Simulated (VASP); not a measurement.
The input files of a VASP run:

**POSCAR**
```
TiB2
1
    1.5127989723    -2.6202447075     0.0000000000
    1.5127989723     2.6202447075     0.0000000000
    0.0000000000     0.0000000000     3.1945777693
Ti B
1 2
Direct
  1.0000000000   0.0000000000   0.0000000000
  0.3333330000   0.6666670000   0.5000000000
  0.6666670000   0.3333330000   0.5000000000
```

### KPOINTS
```
Automatic
0
gamma
12 12 10
```

### INCAR
```
SYSTEM = TiB2
PREC = Accurate
ENCUT = 520
EDIFF = 1E-7
NELM = 100
ALGO = Normal
LREAL = .FALSE.
LASPH = .TRUE.
ISMEAR = 1
SIGMA = 0.1
LMAXMIX = 4
LWAVE = .FALSE.
LCHARG = .FALSE.
ISIF = 4
IBRION = 2
NSW = 30
EDIFFG = -0.01
```

POTCAR, in this order: Ti_sv B (LDA.64 set). Program: vasp_std.

Task: Translate this LDA calculation to Quantum ESPRESSO's pw.x.

Result: One equivalent input (not run):
```
&CONTROL
  calculation = 'vc-relax'
  pseudo_dir = './pseudo'
  outdir = './out'
  tprnfor = .true.
  tstress = .true.
  nstep = 30
  forc_conv_thr = 0.00039
/
&SYSTEM
  ibrav = 0
  nat = 3
  ntyp = 2
  ecutwfc = 84
  occupations = 'smearing'
  smearing = 'methfessel-paxton'
  degauss = 0.00735
  input_dft = 'pz'
/
&ELECTRONS
  conv_thr = 7.3e-09
  electron_maxstep = 100
/
&IONS
/
&CELL
  cell_dofree = 'shape'
/
ATOMIC_SPECIES
  Ti 47.867 Ti.upf
  B 10.810 B.upf
CELL_PARAMETERS angstrom
     1.5127990   -2.6202447    0.0000000
     1.5127990    2.6202447    0.0000000
     0.0000000    0.0000000    3.1945778
ATOMIC_POSITIONS crystal
  Ti   1.0000000  0.0000000  0.0000000
  B    0.3333330  0.6666670  0.5000000
  B    0.6666670  0.3333330  0.5000000
K_POINTS automatic
  12 12 10 0 0 0
```
Limits of the translation: the potentials are each code's own (VASP's PAW set, PseudoDojo norm-conserving files in pw.x), so ENCUT and ecutwfc are chosen apart and not converted; conv_thr bounds pw.x's estimated SCF error, while EDIFF bounds the energy change between steps; forc_conv_thr acts on force components and is met together with etot_conv_thr.

The compound is TiB2 in the AlB2 type structure. This cell is one point of a volume scan, at 1.03 of the reference volume. Symmetry was kept, so distortions that lower it aren't found.
